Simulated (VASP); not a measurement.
Input:

```xyz
4
Lattice="-1.9867 1.9867 3.9773 1.9867 -1.9867 3.9773 1.9867 1.9867 -3.9773" Properties=species:S:1:pos:R:3 pbc="T T T"
Hg     1.9867     1.9867     3.9773
Pd     0.0000     1.9867     1.9886
Pd     1.9867     0.0000     1.9886
Pd     1.9867     1.9867     0.0000
```

The numbers are results of PBEsol GGA, VASP's PBE PAW potentials (set 64) (plane waves; VASP), not measurements. Numerical set-up: 400 eV cut-off, Gaussian smearing of 0.050 eV, potentials Hg Pd.

Task: Give the energies of bands 11 to 24 at the high-symmetry points, in eV from the Fermi level.

Result: 
```json
[
 {"band": "11", "Γ": "-3.41", "X": "-3.13", "P": "-2.86", "N": "-3.38", "M": "-3.22", "S": "-3.11", "R": "-3.09"},
 {"band": "12", "Γ": "-2.86", "X": "-2.87", "P": "-2.48", "N": "-2.69", "M": "-2.63", "S": "-3.10", "R": "-2.92"},
 {"band": "13", "Γ": "-2.86", "X": "-2.42", "P": "-2.19", "N": "-2.55", "M": "-2.01", "S": "-2.42", "R": "-2.22"},
 {"band": "14", "Γ": "-2.19", "X": "-2.39", "P": "-2.19", "N": "-2.21", "M": "-1.52", "S": "-1.79", "R": "-2.07"},
 {"band": "15", "Γ": "-1.30", "X": "-1.79", "P": "-2.19", "N": "-1.75", "M": "-1.52", "S": "-1.72", "R": "-1.97"},
 {"band": "16", "Γ": "-1.22", "X": "-1.21", "P": "-2.13", "N": "-1.54", "M": "-1.20", "S": "-1.71", "R": "-1.52"},
 {"band": "17", "Γ": "-1.09", "X": "-1.07", "P": "-1.09", "N": "-1.53", "M": "-0.79", "S": "-1.56", "R": "-1.22"},
 {"band": "18", "Γ": "-0.46", "X": "-0.70", "P": "-1.09", "N": "-1.45", "M": "-0.63", "S": "-1.21", "R": "-1.22"},
 {"band": "19", "Γ": "-0.33", "X": "-0.39", "P": "-1.02", "N": "-1.38", "M": "-0.20", "S": "-1.19", "R": "-0.56"},
 {"band": "20", "Γ": "-0.33", "X": "-0.33", "P": "-0.53", "N": "-1.01", "M": "-0.18", "S": "-1.04", "R": "-0.45"},
 {"band": "21", "Γ": "0.27", "X": "-0.18", "P": "0.35", "N": "-0.39", "M": "-0.18", "S": "-0.20", "R": "-0.30"},
 {"band": "22", "Γ": "2.11", "X": "0.25", "P": "0.57", "N": "0.05", "M": "0.27", "S": "0.37", "R": "0.15"},
 {"band": "23", "Γ": "6.04", "X": "0.46", "P": "1.33", "N": "3.44", "M": "2.10", "S": "0.45", "R": "0.69"},
 {"band": "24", "Γ": "6.98", "X": "1.75", "P": "1.33", "N": "4.20", "M": "2.10", "S": "5.80", "R": "1.82"}
]
```

It has no gap at this level: it comes out as a metal or semimetal.

The structure comes from a computed database's HgPd3 entry (I4/mmm); how it stands against other phases isn't given here. It was relaxed first.
